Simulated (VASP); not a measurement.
KMgF$_{3}$ (cubic perovskite), at 1.04 of the tabulated volume:

```
CELL_PARAMETERS angstrom
      4.04251     0.00000     0.00000
      0.00000     4.04251     0.00000
      0.00000     0.00000     4.04251
ATOMIC_POSITIONS crystal
  K  0.00000 0.00000 0.00000
  Mg 0.50000 0.50000 0.50000
  F  0.50000 0.00000 0.50000
  F  0.00000 0.50000 0.50000
  F  0.50000 0.50000 0.00000
```

The lowest empty band near Γ, direction [111], from mBJ (TB09) with spin-orbit coupling in VASP (PAW); its two spin partners are averaged. The gap over the points computed is 10.47 eV, and the next band on that side lies 1.91 eV away at the edge.

Run with 520 eV cut-off, 6×6×6 Γ-centred mesh, Gaussian smearing of 0.050 eV, potentials K_sv Mg F.

| distance from the edge in k (1/Å) | distance in energy (meV) |
|---|---|
| 0.025 | 3.9 |
| 0.035 | 7.7 |
| 0.050 | 15.8 |
| 0.070 | 31.0 |

Fit E(1 + αE) = ħ²k²/2m* (ħ²/2m0 = 3.810 eV Å²) and predict the row at 0.095 1/Å.

The rows don't resolve α, so a parabola serves: the electron mass is m* = 0.603 m0, and so 57.1 meV. The run gave 57.1 meV, +0.0 meV from the fit.

Left out are points under 3 meV from the edge, since the levels carry 0.1 meV, and points farther than half the way to the next band.

The compound is KMgF3 in the cubic perovskite structure. The cell was not relaxed at this level.
